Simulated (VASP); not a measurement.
Level of theory: PBEsol GGA, VASP's PBE PAW potentials (set 64) (plane waves; VASP 6.6.1).

VASP input:

POSCAR:
```
Au
2.8856340
  0.0000000000   0.7071067693   0.7071067693
  0.7071067693   0.0000000000   0.7071067693
  0.7071067693   0.7071067693   0.0000000000
Au
1
Cart
  0.0000000000   0.0000000000   0.0000000000
```

KPOINTS:
```
Automatic mesh
0
Gamma
14 14 14
0 0 0
```

### INCAR
```
ALGO=Normal
EDIFF=1E-7
ENCUT=530
GGA=PS
IBRION=6
ISIF=3
ISMEAR=1
LASPH=.TRUE.
LCHARG=.FALSE.
LMAXMIX=6
LREAL=.FALSE.
LWAVE=.FALSE.
NELM=100
NFREE=2
NSW=1
POTIM=0.015
PREC=Accurate
SIGMA=0.1
SYSTEM=Au
```

POTCAR, in this order: Au (PBE.64 set). Program: vasp_std.

Output

File OUTCAR:
```
 ion  position               nearest neighbor table
   1  0.000  0.000  0.000-
  LATTYP: Found a face centered cubic cell.
 ALAT       =     4.0809026704
 Subroutine PRICEL returns:
 Original cell was already a primitive cell.
 Subroutine GETGRP returns: Found 48 space group operations
The static configuration has the point symmetry O_h .
The dynamic configuration has the point symmetry O_h .
 Subroutine INISYM returns: Found 48 space group operations
 Subroutine IBZKPT returns following result:
 Found    104 irreducible k-points:

 Following reciprocal coordinates:
            Coordinates               Weight
  0.000000  0.000000  0.000000      1.000000
  0.071429  0.000000  0.000000      8.000000
  0.142857  0.000000  0.000000      8.000000
  0.214286  0.000000  0.000000      8.000000
  0.285714  0.000000  0.000000      8.000000
  0.357143  0.000000  0.000000      8.000000
  0.428571  0.000000  0.000000      8.000000
  0.500000  0.000000  0.000000      4.000000
  0.071429  0.071429  0.000000      6.000000
  0.142857  0.071429  0.000000     24.000000
  0.214286  0.071429  0.000000     24.000000
  0.285714  0.071429  0.000000     24.000000
  0.357143  0.071429  0.000000     24.000000
  0.428571  0.071429  0.000000     24.000000
  0.500000  0.071429  0.000000     24.000000
 -0.428571  0.071429  0.000000     24.000000
 -0.357143  0.071429  0.000000     24.000000
 -0.285714  0.071429  0.000000     24.000000
 -0.214286  0.071429  0.000000     24.000000
 -0.142857  0.071429  0.000000     24.000000
 -0.071429  0.071429  0.000000     12.000000
  0.142857  0.142857  0.000000      6.000000
  0.214286  0.142857  0.000000     24.000000
  0.285714  0.142857  0.000000     24.000000
  0.357143  0.142857  0.000000     24.000000
  0.428571  0.142857  0.000000     24.000000
  0.500000  0.142857  0.000000     24.000000
 -0.428571  0.142857  0.000000     24.000000
 -0.357143  0.142857  0.000000     24.000000
 -0.285714  0.142857  0.000000     24.000000
 -0.214286  0.142857  0.000000     24.000000
 -0.142857  0.142857  0.000000     12.000000
  0.214286  0.214286  0.000000      6.000000
  0.285714  0.214286  0.000000     24.000000
  0.357143  0.214286  0.000000     24.000000
  0.428571  0.214286  0.000000     24.000000
  0.500000  0.214286  0.000000     24.000000
 -0.428571  0.214286  0.000000     24.000000
 -0.357143  0.214286  0.000000     24.000000
 -0.285714  0.214286  0.000000     24.000000
 Subroutine IBZKPT_HF returns following result:
   k-points           NKPTS =    104   k-points in BZ     NKDIM =    104   number of bands    NBANDS=      9
   number of dos      NEDOS =    301   number of ions     NIONS =      1
   total plane-waves  NPLWV =  13824
   dimension x,y,z NGX =    24 NGY =   24 NGZ =   24
   dimension x,y,z NGXF=    48 NGYF=   48 NGZF=   48
   ions per type =               1
   PREC   = accura    normal or accurate (medium, high low for compatibility)
   ISTART =      0    job   : 0-new  1-cont  2-samecut
   ICHARG =      2    charge: 1-file 2-atom 10-const
   ISPIN  =      1    spin polarized calculation?
   LNONCOLLINEAR =      F non collinear calculations
   LSORBIT =      F    spin-orbit coupling
   INIWAV =      1    electr: 0-lowe 1-rand  2-diag
   ENCUT  =  530.0 eV  38.95 Ry    6.24 a.u.   5.42  5.42  5.42*2*pi/ulx,y,z
   NELM   =    100;   NELMIN=  2; NELMDL= -5     # of ELM steps
   EDIFF  = 0.1E-06   stopping-criterion for ELM
   LREAL  =      F    real-space projection
   NLSPLINE    = F    spline interpolate recip. space projectors
   LMAXMIX     =    6 max onsite mixed and CHGCAR
...
```

OSZICAR:
```
...
DAV:   8    -0.391928529726E+01   -0.46017E-06   -0.10839E-08  2255   0.108E-03    0.650E-05
DAV:   9    -0.391928529590E+01    0.13689E-08   -0.90437E-10  2232   0.318E-04
   6 F= -.39192853E+01 E0= -.39193643E+01  d E =0.237052E-03
       N       E                     dE             d eps       ncg     rms          rms(c)
DAV:   1    -0.405573286998E+01   -0.13645E+00   -0.33995E+00  4575   0.197E+01    0.219E+00
DAV:   2    -0.393214166878E+01    0.12359E+00   -0.36549E-01  4460   0.594E+00    0.873E-01
DAV:   3    -0.392055849067E+01    0.11583E-01   -0.30352E-02  4679   0.164E+00    0.549E-01
DAV:   4    -0.391926557894E+01    0.12929E-02   -0.37864E-03  4677   0.599E-01    0.588E-02
DAV:   5    -0.391927987216E+01   -0.14293E-04   -0.81825E-05  4694   0.106E-01    0.403E-02
DAV:   6    -0.391928695123E+01   -0.70791E-05   -0.49518E-06  4819   0.210E-02    0.450E-03
DAV:   7    -0.391928678361E+01    0.16762E-06   -0.12521E-07  4452   0.421E-03    0.270E-03
DAV:   8    -0.391928682367E+01   -0.40055E-07   -0.54064E-09  2237   0.852E-04
   7 F= -.39192868E+01 E0= -.39193214E+01  d E =0.103722E-03
       N       E                     dE             d eps       ncg     rms          rms(c)
DAV:   1    -0.396480636245E+01   -0.45520E-01   -0.15378E+00 14100   0.128E+01    0.118E+00
DAV:   2    -0.392681937359E+01    0.37987E-01   -0.98829E-02 14082   0.318E+00    0.548E-01
DAV:   3    -0.392178388942E+01    0.50355E-02   -0.11247E-02 14844   0.100E+00    0.334E-01
DAV:   4    -0.392120247449E+01    0.58141E-03   -0.15696E-03 15104   0.373E-01    0.511E-02
DAV:   5    -0.392121097030E+01   -0.84958E-05   -0.53894E-05 14732   0.699E-02    0.182E-02
DAV:   6    -0.392120987626E+01    0.10940E-05   -0.34093E-06 14225   0.205E-02    0.443E-03
DAV:   7    -0.392120987775E+01   -0.14886E-08   -0.17284E-07  8199   0.403E-03
   8 F= -.39212099E+01 E0= -.39212882E+01  d E =0.235014E-03
       N       E                     dE             d eps       ncg     rms          rms(c)
DAV:   1    -0.395382692261E+01   -0.32617E-01   -0.97623E-01 14004   0.893E+00    0.868E-01
DAV:   2    -0.393012498620E+01    0.23702E-01   -0.18545E-02 14122   0.137E+00    0.441E-01
DAV:   3    -0.392114688684E+01    0.89781E-02   -0.23021E-02 14839   0.136E+00    0.993E-02
DAV:   4    -0.392120300614E+01   -0.56119E-04   -0.54248E-04 14067   0.269E-01    0.682E-02
DAV:   5    -0.392121021553E+01   -0.72094E-05   -0.13666E-05 15185   0.293E-02    0.955E-03
DAV:   6    -0.392120986587E+01    0.34966E-06   -0.11777E-06 14159   0.115E-02    0.188E-03
DAV:   7    -0.392120986546E+01    0.41507E-09   -0.22613E-08  7437   0.170E-03
   9 F= -.39212099E+01 E0= -.39212882E+01  d E =0.234992E-03
       N       E                     dE             d eps       ncg     rms          rms(c)
DAV:   1    -0.390421252644E+01    0.16997E-01   -0.90271E-01 14050   0.853E+00    0.539E-01
DAV:   2    -0.390551311371E+01   -0.13006E-02   -0.85521E-03 14350   0.952E-01    0.295E-01
DAV:   3    -0.391713150740E+01   -0.11618E-01   -0.11588E-02 14794   0.974E-01    0.748E-02
DAV:   4    -0.391966197676E+01   -0.25305E-02   -0.46535E-04 14779   0.229E-01    0.341E-02
DAV:   5    -0.392118130924E+01   -0.15193E-02   -0.46527E-05 15419   0.637E-02    0.963E-03
DAV:   6    -0.392122212082E+01   -0.40812E-04   -0.15246E-06 14815   0.129E-02    0.364E-03
DAV:   7    -0.392121422692E+01    0.78939E-05   -0.24126E-08  7518   0.177E-03    0.389E-04
DAV:   8    -0.392121000128E+01    0.42256E-05   -0.33755E-09  6863   0.602E-04    0.955E-05
DAV:   9    -0.392120978513E+01    0.21614E-06   -0.22329E-10  6822   0.178E-04    0.948E-06
DAV:  10    -0.392120988693E+01   -0.10180E-06   -0.27234E-11  6798   0.534E-05    0.403E-06
DAV:  11    -0.392120987512E+01    0.11815E-07   -0.46103E-12  6794   0.203E-05
  10 F= -.39212099E+01 E0= -.39212882E+01  d E =0.235000E-03
       N       E                     dE             d eps       ncg     rms          rms(c)
DAV:   1    -0.395382621374E+01   -0.32616E-01   -0.10040E+00 14106   0.906E+00    0.867E-01
DAV:   2    -0.393012172462E+01    0.23704E-01   -0.18592E-02 14085   0.138E+00    0.442E-01
DAV:   3    -0.392114659650E+01    0.89751E-02   -0.23021E-02 14681   0.136E+00    0.100E-01
DAV:   4    -0.392120161828E+01   -0.55022E-04   -0.54112E-04 14191   0.267E-01    0.726E-02
DAV:   5    -0.392121111672E+01   -0.94984E-05   -0.15696E-05 15234   0.310E-02    0.103E-02
DAV:   6    -0.392120987496E+01    0.12418E-05   -0.31554E-06 14137   0.188E-02    0.154E-03
DAV:   7    -0.392120987635E+01   -0.13960E-08   -0.61937E-08  8611   0.289E-03
  11 F= -.39212099E+01 E0= -.39212882E+01  d E =0.235018E-03
       N       E                     dE             d eps       ncg     rms          rms(c)
DAV:   1    -0.393868494011E+01   -0.17475E-01   -0.84685E-01 14199   0.823E+00    0.540E-01
DAV:   2    -0.392778725718E+01    0.10898E-01   -0.77173E-03 14498   0.948E-01    0.296E-01
DAV:   3    -0.392147970304E+01    0.63076E-02   -0.11452E-02 14733   0.101E+00    0.814E-02
DAV:   4    -0.392126438823E+01    0.21531E-03   -0.56689E-04 14683   0.244E-01    0.286E-02
DAV:   5    -0.392120422853E+01    0.60160E-04   -0.31164E-05 15290   0.548E-02    0.127E-02
DAV:   6    -0.392120765831E+01   -0.34298E-05   -0.96597E-07 14585   0.107E-02    0.446E-03
DAV:   7    -0.392121022518E+01   -0.25669E-05   -0.16074E-08  7430   0.159E-03    0.187E-03
DAV:   8    -0.392120970368E+01    0.52150E-06   -0.16632E-09  6865   0.442E-04    0.125E-04
DAV:   9    -0.392120984349E+01   -0.13981E-06   -0.13055E-10  6815   0.126E-04    0.153E-05
DAV:  10    -0.392120986512E+01   -0.21629E-07   -0.21297E-11  6810   0.457E-05
  12 F= -.39212099E+01 E0= -.39212882E+01  d E =0.234999E-03
       N       E                     dE             d eps       ncg     rms          rms(c)
DAV:   1    -0.395382347202E+01   -0.32614E-01   -0.10121E+00 14213   0.909E+00    0.869E-01
DAV:   2    -0.393011743159E+01    0.23706E-01   -0.18721E-02 14125   0.138E+00    0.441E-01
DAV:   3    -0.392114641798E+01    0.89710E-02   -0.23014E-02 14684   0.136E+00    0.101E-01
DAV:   4    -0.392120311764E+01   -0.56700E-04   -0.54240E-04 14126   0.269E-01    0.687E-02
DAV:   5    -0.392121065134E+01   -0.75337E-05   -0.16218E-05 15151   0.315E-02    0.878E-03
DAV:   6    -0.392120987821E+01    0.77313E-06   -0.20047E-06 14221   0.148E-02    0.136E-03
DAV:   7    -0.392120987731E+01    0.90529E-09   -0.41590E-08  7826   0.222E-03
  13 F= -.39212099E+01 E0= -.39212882E+01  d E =0.235005E-03
       N       E                     dE             d eps       ncg     rms          rms(c)
DAV:   1    -0.390529136374E+01    0.15919E-01   -0.18528E+00  1915   0.112E+01    0.311E-01
DAV:   2    -0.390999994472E+01   -0.47086E-02   -0.15032E-02  2095   0.139E+00    0.198E-01
DAV:   3    -0.392160461088E+01   -0.11605E-01   -0.92324E-03  2035   0.801E-01    0.228E-02
DAV:   4    -0.392167972758E+01   -0.75117E-04   -0.20171E-04  2156   0.154E-01    0.121E-02
DAV:   5    -0.392168894814E+01   -0.92206E-05   -0.96943E-07  2161   0.108E-02    0.383E-03
DAV:   6    -0.392168470583E+01    0.42423E-05   -0.18371E-08  1378   0.197E-03    0.214E-04
DAV:   7    -0.392168477808E+01   -0.72249E-07   -0.61978E-10   985   0.299E-04
  14 F= -.39216848E+01 E0= -.39218160E+01  d E =0.393544E-03
       N       E                     dE             d eps       ncg     rms          rms(c)
DAV:   1    -0.391877117345E+01    0.29135E-02   -0.55784E+00  1872   0.182E+01    0.879E-02
DAV:   2    -0.392203590157E+01   -0.32647E-02   -0.34484E-02  1937   0.217E+00    0.556E-02
DAV:   3    -0.392168595479E+01    0.34995E-03   -0.13066E-03  2006   0.304E-01    0.493E-03
DAV:   4    -0.392168473402E+01    0.12208E-05   -0.12055E-05  2103   0.331E-02    0.199E-03
DAV:   5    -0.392168478486E+01   -0.50838E-07   -0.11451E-07  1854   0.374E-03
  15 F= -.39216848E+01 E0= -.39218160E+01  d E =0.393544E-03
```

### OUTCAR
```
------------------------ aborting loop because EDIFF is reached ----------------------------------------
  FORCE on cell =-STRESS in cart. coord.  units (eV):
  Direction    XX          YY          ZZ          XY          YZ          ZX
  --------------------------------------------------------------------------------------
  Total       -0.0044120     -0.0044120     -0.0044120     -0.0000000      0.0000000      0.0000000
  in kB       -0.4160461     -0.4160461     -0.4160461     -0.0000000      0.0000000      0.0000000
  external PRESSURE =      -0.4160461 kB  Pullay stress =       0.0000000 kB
  volume of cell :       16.99
      direct lattice vectors                 reciprocal lattice vectors
     0.000000000  2.040451335  2.040451335    -0.245043825  0.245043825  0.245043825
     2.040451335  0.000000000  2.040451335     0.245043825 -0.245043825  0.245043825
     2.040451335  2.040451335  0.000000000     0.245043825  0.245043825 -0.245043825
 POSITION                                       TOTAL-FORCE (eV/Angst)
 -----------------------------------------------------------------------------------
     -0.01500      0.00000      0.00000        -0.000000      0.000000      0.000000
 -----------------------------------------------------------------------------------
    total drift:                               -0.000522      0.000000      0.000000
  FREE ENERGIE OF THE ION-ELECTRON SYSTEM (eV)
  ---------------------------------------------------
  free  energy   TOTEN  =        -3.9216847849 eV

  energy  without entropy=       -3.9220783289  energy(sigma->0) =       -3.92181597

   1 f/i=    0.000000 THz     0.000000 2PiTHz    0.000000 cm-1     0.000000 meV
             X         Y         Z           dx          dy          dz
      0.000000  0.000000  0.000000     0.707107   -0.707107    0.000000

   2 f/i=    0.000000 THz     0.000000 2PiTHz    0.000000 cm-1     0.000000 meV
             X         Y         Z           dx          dy          dz
      0.000000  0.000000  0.000000    -0.707107   -0.707107    0.000000

   3 f/i=    0.000000 THz     0.000000 2PiTHz    0.000000 cm-1     0.000000 meV
             X         Y         Z           dx          dy          dz
      0.000000  0.000000  0.000000     0.000000    0.000000    1.000000

 ELASTIC MODULI CONTR FROM IONIC RELAXATION (kBar)
 Direction    XX          YY          ZZ          XY          YZ          ZX
 --------------------------------------------------------------------------------
 XX           0.0000      0.0000      0.0000      0.0000      0.0000      0.0000
 YY           0.0000      0.0000      0.0000      0.0000      0.0000      0.0000
 ZZ           0.0000      0.0000      0.0000      0.0000      0.0000      0.0000
 XY           0.0000      0.0000      0.0000      0.0000      0.0000      0.0000
 YZ           0.0000      0.0000      0.0000      0.0000      0.0000      0.0000
 ZX           0.0000      0.0000      0.0000      0.0000      0.0000      0.0000
 --------------------------------------------------------------------------------

 TOTAL ELASTIC MODULI (kBar)
 Direction    XX          YY          ZZ          XY          YZ          ZX
 --------------------------------------------------------------------------------
 XX        1990.9299   1671.7497   1671.7497     -0.0000     -0.0000      0.0000
 YY        1671.7497   1990.9299   1671.7497     -0.0000      0.0000     -0.0000
 ZZ        1671.7497   1671.7497   1990.9299     -0.0000     -0.0000     -0.0000
 XY          -0.0000     -0.0000     -0.0000    357.9323      0.0000      0.0000
 YZ          -0.0000      0.0000     -0.0000      0.0000    357.9323      0.0000
 ZX           0.0000     -0.0000     -0.0000      0.0000      0.0000    357.9323
 --------------------------------------------------------------------------------
```
(Selected blocks of OUTCAR.)

Finite-difference elastic constants of metals are sensitive to mesh and smearing; shear constants can be off by tens of GPa.

The compound is Au in the fcc structure. It was relaxed first.
